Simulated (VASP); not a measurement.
Data:

```
CELL_PARAMETERS angstrom
      2.43188    -4.21215     0.00000
      2.43188     4.21215     0.00000
      0.00000     0.00000     5.38736
ATOMIC_POSITIONS crystal
  Si 0.00000 0.46412 0.33333
  Si 0.53588 0.53588 0.00000
  Si 0.46412 0.00000 0.66667
  O  0.27648 0.41098 0.22073
  O  0.58902 0.86550 0.88739
  O  0.72352 0.13450 0.44594
  O  0.86550 0.58902 0.11261
  O  0.41098 0.27648 0.77927
  O  0.13450 0.72352 0.55406
```

The numbers are results of LDA (Ceperley-Alder, Perdew-Zunger), VASP's LDA PAW potentials (set 64) (plane waves; VASP 6.6.1), not measurements. Settings: 520 eV cut-off, Gaussian smearing of 0.050 eV, potentials Si O.

Problem. Estimate the band gap (along the path) with the smallest direct gap where there is one.

Solution. 
```
Property                                Value
------------------------------------  -------
band gap (along the path)             5.81 eV
smallest direct gap (along the path)  6.09 eV
```

Only differences to runs with the same potentials and settings are physical.

The compound is SiO2 in the quartz structure. It was relaxed first.
